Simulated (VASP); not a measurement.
# AlHg (F-43m) in VASP: further runs

Aim: see how the results for AlHg move with the level of theory and the settings. Levels: LDA, PBE, PBEsol. Tasks: relaxation of cell and atoms.

All numbers are computed with VASP 6.6.1; they aren't measurements. Logs are shortened: lines on timing, memory, paths and dates and some standing lists are left out, and cuts for length are marked.

## Step 1: The structure

The structure is cubic, space group F-43m (No. 216). Conventional cell: a = 6.137 Å, b = 6.137 Å, c = 6.137 Å, α = 90.00°, β = 90.00°, γ = 90.00°. Al (site symmetry -43m) has 4 Hg at 2.66 Å as nearest neighbours. Hg (site symmetry -43m) has 4 Al at 2.66 Å as nearest neighbours.

The cell was built by a generator and needn't be a form met in nature.

## Step 2: Relaxation of cell and atoms, LDA

Input file INCAR:

```
SYSTEM = AlHg
PREC = Accurate
ENCUT = 600
EDIFF = 1E-6
ISMEAR = -1
SIGMA = 0.05
LREAL = .FALSE.
LASPH = .TRUE.
NELM = 100
ALGO = Fast
ISIF = 3
LWAVE = .FALSE.
LCHARG = .FALSE.
IBRION = 2
NSW = 60
EDIFFG = -0.005
```

Input file KPOINTS:

```
Automatic mesh
0
G
  8 8 8
  0 0 0
```

Input file POSCAR:

```
AlHg
1.0
    0.0000000000      3.0685300000      3.0685300000
    3.0685300000      0.0000000000      3.0685300000
    3.0685300000      3.0685300000      0.0000000000
Al Hg
1 1
Direct
    0.0000000000      0.0000000000      0.0000000000
    0.7500000000      0.7500000000      0.7500000000
```

Potentials or basis: VASP PAW LDA potentials, release 64 (Al, Hg).

On the command line:

```sh
$ cat potpaw_LDA.64/Al/POTCAR potpaw_LDA.64/Hg/POTCAR > POTCAR
$ mpirun -np 1 vasp_std > vasp.out
```

OUTCAR:

```text
SYSTEM = AlHg
   PREC = Accurate
   ENCUT = 600
   EDIFF = 1E-6
   ISMEAR = -1
   LREAL = .FALSE.
   LASPH = .TRUE.
   NELM = 100
   ISIF = 3
   IBRION = 2
   NSW = 60
   EDIFFG = -0.005

 ion  position               nearest neighbor table
   1  0.000  0.000  0.000-   2 2.66   2 2.66   2 2.66   2 2.66
   2  0.750  0.750  0.750-   1 2.66   1 2.66   1 2.66   1 2.66

  LATTYP: Found a face centered cubic cell.
 ALAT       =     6.1370600000

  Lattice vectors:

 A1 = (   0.0000000000,   3.0685300000,   3.0685300000)
 A2 = (   3.0685300000,   0.0000000000,   3.0685300000)
 A3 = (   3.0685300000,   3.0685300000,   0.0000000000)

Analysis of symmetry for initial positions (statically):
=====================================================================
 Subroutine PRICEL returns:
 Original cell was already a primitive cell.

 Routine SETGRP: Setting up the symmetry group for a
 face centered cubic supercell.

 Subroutine GETGRP returns: Found 24 space group operations
 (whereof 24 operations were pure point group operations)
 out of a pool of 48 trial point group operations.

The static configuration has the point symmetry T_d .

Analysis of symmetry for dynamics (positions and initial velocities):
=====================================================================
 Subroutine PRICEL returns:
 Original cell was already a primitive cell.

 Routine SETGRP: Setting up the symmetry group for a
 face centered cubic supercell.

 Subroutine GETGRP returns: Found 24 space group operations
 (whereof 24 operations were pure point group operations)
 out of a pool of 48 trial point group operations.

The dynamic configuration has the point symmetry T_d .

 Subroutine INISYM returns: Found 24 space group operations
 (whereof 24 operations are pure point group operations),
 and found     1 'primitive' translations

----------------------------------------------------------------------------------------

                                     Primitive cell

  volume of cell :      57.7858

  direct lattice vectors                    reciprocal lattice vectors
     0.000000000  3.068530000  3.068530000    -0.162944472  0.162944472  0.162944472
     3.068530000  0.000000000  3.068530000     0.162944472 -0.162944472  0.162944472
     3.068530000  3.068530000  0.000000000     0.162944472  0.162944472 -0.162944472

  length of vectors
     4.339556743  4.339556743  4.339556743     0.282228104  0.282228104  0.282228104

  position of ions in fractional coordinates (direct lattice)
     0.000000000  0.000000000  0.000000000
     0.750000000  0.750000000  0.750000000
[... 100 lines left out ...]
  Thomas-Fermi vector in A             =   2.179062
   LORBIT       =      0    0 simple, 1 ext, 2 COOP (PROOUT), +10 PAW based schemes
   GGA     = CA    functional components
   LHFCALC =     F    Hartree Fock is set to
   AEXX    =    0.0000 exact exchange contribution
   IVDW    =     0    specifies the selected vdW correction
   LEPSILON=     F    determine dielectric tensor
   LRPA    =     F    only Hartree local field effects (RPA)
 conjugate gradient relaxation of ions
 non-spin polarized calculation
 RMM-DIIS sequential band-by-band and
  energy-cutoff  :      600.00
  volume of cell :       57.79
 maximum number of plane-waves:      1964
   NGX = 17   NGY = 17   NGZ = 17

--------------------------------------- Ionic step        1  -------------------------------------------

 number of electron      14.9999999 magnetization

 Free energy of the ion-electron system (eV)
  ---------------------------------------------------
  ext. energy  EPLUGINS =         0.00000000
  ---------------------------------------------------
  free energy    TOTEN  =        -4.31134328 eV

  energy without entropy =       -4.30492600  energy(sigma->0) =       -4.30813464

------------------------ aborting loop because EDIFF is reached ----------------------------------------

  FORCE on cell =-STRESS in cart. coord.  units (eV):
  Direction    XX          YY          ZZ          XY          YZ          ZX
  --------------------------------------------------------------------------------------
  -------------------------------------------------------------------------------------
  Total       -1.1371311     -1.1371311     -1.1371311      0.0000000      0.0000000      0.0000000
  in kB      -31.5282603    -31.5282603    -31.5282603      0.0000000      0.0000000      0.0000000
  external PRESSURE =     -31.5282603 kB  Pullay stress =       0.0000000 kB
[... 59 lines left out ...]
--------------------------------------- Ionic step        3  -------------------------------------------

 number of electron      15.0000000 magnetization

 Free energy of the ion-electron system (eV)
  ---------------------------------------------------
  ext. energy  EPLUGINS =         0.00000000
  ---------------------------------------------------
  free energy    TOTEN  =        -4.36329300 eV

  energy without entropy =       -4.35575486  energy(sigma->0) =       -4.35952393

 E-fermi :   2.6826     XC(G=0):  -9.3971

 val. band max:        2.4625946844   @ k =   0.5000   0.2500   0.1250
 cond. band min:       2.7253361324   @ k =   0.5000   0.5000   0.0000
 fundamental gap:      0.2627414480
 Fermi energy:         2.6826299243

 k-point     1 :       0.0000    0.0000    0.0000
  band No.  band energies     occupation
      1      -6.2666      2.00000
      2      -5.3558      2.00000
      3      -5.3558      2.00000
      4      -5.3558      2.00000
      5      -4.9434      2.00000
      6      -4.9434      2.00000
      7       6.8035      0.00000
      8       6.8035      0.00000
      9       6.8035      0.00000
     10       7.8636      0.00000
     11       7.8636      0.00000
[... 309 lines left out ...]
 k-point    24 :      -0.3750    0.2500    0.1250
  band No.  band energies     occupation
      1      -5.7021      2.00000
      2      -5.2433      2.00000
      3      -5.1524      2.00000
      4      -4.9932      2.00000
      5      -4.9004      2.00000
      6      -3.0341      2.00000
      7      -0.8474      2.00000
      8       2.3521      1.99731
      9       3.6896      0.00000
     10       8.1089      0.00000
     11       8.5623      0.00000

 [... further k-points ...]

------------------------ aborting loop because EDIFF is reached ----------------------------------------

  FORCE on cell =-STRESS in cart. coord.  units (eV):
  Direction    XX          YY          ZZ          XY          YZ          ZX
  --------------------------------------------------------------------------------------
  -------------------------------------------------------------------------------------
  Total       -0.0032475     -0.0032475     -0.0032475      0.0000000      0.0000000      0.0000000
  in kB       -0.0984628     -0.0984628     -0.0984628      0.0000000      0.0000000      0.0000000
  external PRESSURE =      -0.0984628 kB  Pullay stress =       0.0000000 kB
[... 17 lines left out ...]
  FREE ENERGIE OF THE ION-ELECTRON SYSTEM (eV)
  ---------------------------------------------------
  free  energy   TOTEN  =        -4.3632929994 eV

  energy  without entropy=       -4.3557548570  energy(sigma->0) =       -4.35952393

 reached required accuracy - stopping structural energy minimisation
```

OSZICAR:

```text
N       E                     dE             d eps       ncg     rms          rms(c)
DAV:   1     0.869003296068E+02    0.86900E+02   -0.67919E+03   638   0.124E+03
DAV:   2    -0.170909902067E+01   -0.88609E+02   -0.81495E+02   659   0.264E+02
DAV:   3    -0.455194611053E+01   -0.28428E+01   -0.28249E+01   734   0.522E+01
[... 23 lines left out ...]
RMM:   2    -0.436355735654E+01    0.59436E-02   -0.17736E-02   638   0.157E+00    0.170E-01
RMM:   3    -0.436336531202E+01    0.19204E-03   -0.15824E-03   638   0.255E-01    0.135E-01
RMM:   4    -0.436330006078E+01    0.65251E-04   -0.17826E-04   638   0.146E-01    0.175E-02
RMM:   5    -0.436329211218E+01    0.79486E-05   -0.44884E-05   638   0.687E-02    0.101E-02
RMM:   6    -0.436329299936E+01   -0.88718E-06   -0.69867E-06   637   0.346E-02
   3 F= -.43632930E+01 E0= -.43595239E+01  d E =-.519497E-01
```

CONTCAR:

```text
AlHg
   1.00000000000000
     0.0000000000000000    2.9784088765921339    2.9784088765921339
     2.9784088765921339    0.0000000000000000    2.9784088765921339
     2.9784088765921339    2.9784088765921339    0.0000000000000000
  Al              Hg
     1     1
Direct
     0.0000000000000000    0.0000000000000000    0.0000000000000000
     0.7500000000000000    0.7500000000000000    0.7500000000000000

  0.00000000E+00  0.00000000E+00  0.00000000E+00
  0.00000000E+00  0.00000000E+00  0.00000000E+00
```

Wall time 27 s (1 thread of Intel Xeon Platinum 8488C (Sapphire Rapids), shared host); peak memory 0.19 GiB.

Results:

* Free energy: -4.3633 eV
* Relaxed volume: 26.42 Å³/atom
* Relaxed cell: a = 4.212 Å, b = 4.212 Å, c = 4.212 Å, α = 60.00°, β = 60.00°, γ = 60.00°
* Space group after relaxing (to 0.05 Å): F-43m (No. 216)
* Energy gained by relaxing: 26.0 meV/atom
* Ionic steps: 3
* Pressure after relaxing: 0.0 GPa
* Band gap on the k mesh: none (metal or under the smearing width)

Step by step:
| step | energy change (eV) | largest force (eV/Å) | pressure (GPa) | volume (Å³) |
| --- | --- | --- | --- | --- |
| 1 | 0.0000 | 0.0000 | -3.15 | 57.79 |
| 2 | -0.0518 | 0.0000 | -0.25 | 53.16 |
| 3 | -0.0519 | 0.0000 | -0.01 | 52.84 |

Final structure:
```
Al Hg
1.0
     0.00000    2.97841    2.97841
     2.97841    0.00000    2.97841
     2.97841    2.97841    0.00000
Al Hg
1 1
Direct
  0.00000 0.00000 0.00000
  0.75000 0.75000 0.75000
```

The run has no spin-orbit coupling, so splittings on Hg are missing.

## Step 3: Relaxation of cell and atoms, PBE

INCAR, as its differences from that of step 2:

```diff
@@ -13,2 +13,3 @@
 LCHARG = .FALSE.
+GGA = PE
 IBRION = 2
```

KPOINTS is that of step 2.

POSCAR is that of step 2.

Potentials or basis: VASP PAW PBE potentials, release 64 (Al, Hg).

On the command line:

```sh
$ cat potpaw_PBE.64/Al/POTCAR potpaw_PBE.64/Hg/POTCAR > POTCAR
$ mpirun -np 1 vasp_std > vasp.out
```

OUTCAR:

```text
SYSTEM = AlHg
   PREC = Accurate
   ENCUT = 600
   EDIFF = 1E-6
   ISMEAR = -1
   LREAL = .FALSE.
   LASPH = .TRUE.
   NELM = 100
   ISIF = 3
   GGA = PE
   IBRION = 2
   NSW = 60
   EDIFFG = -0.005

 ion  position               nearest neighbor table
   1  0.000  0.000  0.000-   2 2.66   2 2.66   2 2.66   2 2.66
   2  0.750  0.750  0.750-   1 2.66   1 2.66   1 2.66   1 2.66

  LATTYP: Found a face centered cubic cell.
 ALAT       =     6.1370600000

  Lattice vectors:

 A1 = (   0.0000000000,   3.0685300000,   3.0685300000)
 A2 = (   3.0685300000,   0.0000000000,   3.0685300000)
 A3 = (   3.0685300000,   3.0685300000,   0.0000000000)

Analysis of symmetry for initial positions (statically):
=====================================================================
 Subroutine PRICEL returns:
[... 375 lines left out ...]
      3      -5.4270      2.00000
      4      -5.4270      2.00000
      5      -5.0809      2.00000
      6      -5.0809      2.00000
      7       6.0957      0.00000
      8       6.0957      0.00000
      9       6.0957      0.00000
     10       6.8523      0.00000
     11       7.2151      0.00000
[... 309 lines left out ...]
 k-point    24 :      -0.3750    0.2500    0.1250
  band No.  band energies     occupation
      1      -5.7384      2.00000
      2      -5.3278      2.00000
      3      -5.2585      2.00000
      4      -5.1170      2.00000
      5      -5.0464      2.00000
      6      -3.1951      2.00000
      7      -1.0756      2.00000
      8       1.9757      1.99577
      9       3.2727      0.00000
     10       7.4765      0.00000
     11       7.7850      0.00000

 [... further k-points ...]

------------------------ aborting loop because EDIFF is reached ----------------------------------------

  FORCE on cell =-STRESS in cart. coord.  units (eV):
  Direction    XX          YY          ZZ          XY          YZ          ZX
  --------------------------------------------------------------------------------------
  -------------------------------------------------------------------------------------
  Total        0.0040186      0.0040186      0.0040186      0.0000000     -0.0000000      0.0000000
  in kB        0.1111537      0.1111537      0.1111537      0.0000000     -0.0000000      0.0000000
  external PRESSURE =       0.1111537 kB  Pullay stress =       0.0000000 kB
[... 17 lines left out ...]
  FREE ENERGIE OF THE ION-ELECTRON SYSTEM (eV)
  ---------------------------------------------------
  free  energy   TOTEN  =        -3.0720563092 eV

  energy  without entropy=       -3.0655245759  energy(sigma->0) =       -3.06879044

 reached required accuracy - stopping structural energy minimisation
```

OSZICAR:

```text
N       E                     dE             d eps       ncg     rms          rms(c)
DAV:   1     0.869982466403E+02    0.86998E+02   -0.67505E+03   638   0.124E+03
DAV:   2    -0.506241500746E+00   -0.87504E+02   -0.80627E+02   659   0.263E+02
DAV:   3    -0.328525958032E+01   -0.27790E+01   -0.27617E+01   734   0.517E+01
DAV:   4    -0.330149768996E+01   -0.16238E-01   -0.16233E-01   751   0.400E+00
[... 36 lines left out ...]
   5 F= -.30720564E+01 E0= -.30687912E+01  d E =-.373854E-04
       N       E                     dE             d eps       ncg     rms          rms(c)
DAV:   1    -0.307206427943E+01   -0.77403E-05   -0.13106E-04   728   0.155E-01    0.206E-02
RMM:   2    -0.307205641066E+01    0.78688E-05   -0.22186E-05   638   0.540E-02    0.652E-03
RMM:   3    -0.307205630919E+01    0.10147E-06   -0.22155E-06   387   0.946E-03
   6 F= -.30720563E+01 E0= -.30687904E+01  d E =-.372659E-04
```

It took 42 s on 1 thread of Intel Xeon Platinum 8488C (Sapphire Rapids), shared host; peak memory 0.21 GiB.

What came out:

* Free energy: -3.0721 eV
* Relaxed volume: 28.96 Å³/atom
* Relaxed cell: a = 4.343 Å, b = 4.343 Å, c = 4.343 Å, α = 60.00°, β = 60.00°, γ = 60.00°
* Space group after relaxing (to 0.05 Å): F-43m (No. 216)
* Energy gained by relaxing: 0.0 meV/atom
* Ionic steps: 6
* Pressure after relaxing: 0.0 GPa
* Band gap on the k mesh: none (metal or under the smearing width)

Final structure:
```
CELL_PARAMETERS angstrom
0.00000 3.07098 3.07098
3.07098 0.00000 3.07098
3.07098 3.07098 0.00000
ATOMIC_POSITIONS crystal
Al 0.00000 0.00000 0.00000
Hg 0.75000 0.75000 0.75000
```

Levels at points of the mesh, in eV from the Fermi level:
| k point | band 5 | band 6 | band 7 | band 8 | band 9 | band 10 |
| --- | --- | --- | --- | --- | --- | --- |
| (0.00, 0.00, 0.00) | -7.36 | -7.36 | 3.81 | 3.81 | 3.81 | 4.57 |
| (0.50, 0.00, 0.00) | -7.32 | -5.79 | -3.74 | 2.04 | 2.04 | 3.74 |
| (0.50, 0.50, 0.00) | -7.26 | -4.81 | -3.84 | 0.12 | 0.12 | 3.09 |

The run has no spin-orbit coupling, so splittings on Hg are missing.

## Step 4: Relaxation of cell and atoms, PBEsol

INCAR, as its differences from that of step 3:

```diff
@@ -13,3 +13,3 @@
 LCHARG = .FALSE.
-GGA = PE
+GGA = PS
 IBRION = 2
```

KPOINTS is that of step 3.

POSCAR is that of step 3.

On the command line:

```sh
$ cat potpaw_PBE.64/Al/POTCAR potpaw_PBE.64/Hg/POTCAR > POTCAR
$ mpirun -np 1 vasp_std > vasp.out
```

Wall time 77 s (1 thread of Intel Xeon Platinum 8488C (Sapphire Rapids), shared host); peak memory 0.22 GiB.

It converged, with:

```yaml
Free_energy: -3.7894 eV
Relaxed_volume: 27.35 Å³/atom
Relaxed_cell: a = 4.261 Å, b = 4.261 Å, c = 4.261 Å, α = 60.00°, β = 60.00°, γ = 60.00°
Space_group_after_relaxing_to_0.05_Å: F-43m (No. 216)
Energy_gained_by_relaxing: 10.0 meV/atom
Ionic_steps: 15
Pressure_after_relaxing: 0.0 GPa
Band_gap_on_the_k_mesh: none (metal or under the smearing width)
```

The path:
| step | energy change (eV) | largest force (eV/Å) | pressure (GPa) | volume (Å³) |
| --- | --- | --- | --- | --- |
| 1 | 0.0000 | 0.0000 | -1.95 | 57.79 |
| 2 | -0.0199 | 0.0000 | -0.23 | 54.90 |
| 3 | -0.0200 | 0.0000 | 0.09 | 54.55 |
| 4 | -0.0200 | 0.0000 | 0.04 | 54.65 |
| 5 | -0.0200 | 0.0000 | -0.04 | 54.71 |
| 6 | -0.0200 | 0.0000 | -0.03 | 54.71 |
| 7 | -0.0200 | 0.0000 | -0.04 | 54.70 |
| 8 | -0.0200 | 0.0000 | -0.03 | 54.70 |
| 9 | -0.0200 | 0.0000 | -0.03 | 54.70 |
| 10 | -0.0200 | 0.0000 | -0.03 | 54.70 |
| 11 | -0.0200 | 0.0000 | -0.03 | 54.70 |
| 12 | -0.0200 | 0.0000 | -0.03 | 54.70 |
| 13 | -0.0200 | 0.0000 | -0.03 | 54.70 |
| 14 | -0.0200 | 0.0000 | -0.03 | 54.70 |
| 15 | -0.0200 | 0.0000 | -0.02 | 54.69 |

Final structure:
```xyz
2
Lattice="0.0000 3.0128 3.0128 3.0128 0.0000 3.0128 3.0128 3.0128 0.0000" Properties=species:S:1:pos:R:3 pbc="T T T"
Al    0.0000    0.0000    0.0000
Hg    4.5192    4.5192    4.5192
```

Levels at points of the mesh, in eV from the Fermi level:
| k point | band 5 | band 6 | band 7 | band 8 | band 9 | band 10 |
| --- | --- | --- | --- | --- | --- | --- |
| (0.00, 0.00, 0.00) | -7.50 | -7.50 | 4.02 | 4.02 | 4.02 | 5.08 |
| (0.50, 0.00, 0.00) | -7.45 | -5.93 | -3.93 | 2.14 | 2.14 | 4.04 |
| (0.50, 0.50, 0.00) | -7.38 | -4.95 | -3.89 | 0.07 | 0.07 | 3.11 |

Caveat: the PAW data sets were made with another functional, which shifts forces and pressure a little. The run has no spin-orbit coupling, so splittings on Hg are missing.

## Step 5: Summary

| level | potentials or basis | gap on the mesh (eV) | pressure (GPa) | relaxed volume (Å³/atom) |
| --- | --- | --- | --- | --- |
| LDA | VASP PAW LDA potentials, release 64 (Al, Hg) | none | 0.0 | 26.42 |
| PBE | VASP PAW PBE potentials, release 64 (Al, Hg) | none | 0.0 | 28.96 |
| PBEsol | VASP PAW PBE potentials, release 64 (Al, Hg) | none | 0.0 | 27.35 |

Alike in all rows: task relaxation of cell and atoms; no spin polarisation; cell relaxed; k mesh 8 × 8 × 8; cutoff (eV) 600; smearing fermi-dirac 0.05 eV.

Caveats: the PAW data sets were made with another functional, which shifts forces and pressure a little (some runs).

Absolute energies hang on the potentials; compare differences alone.
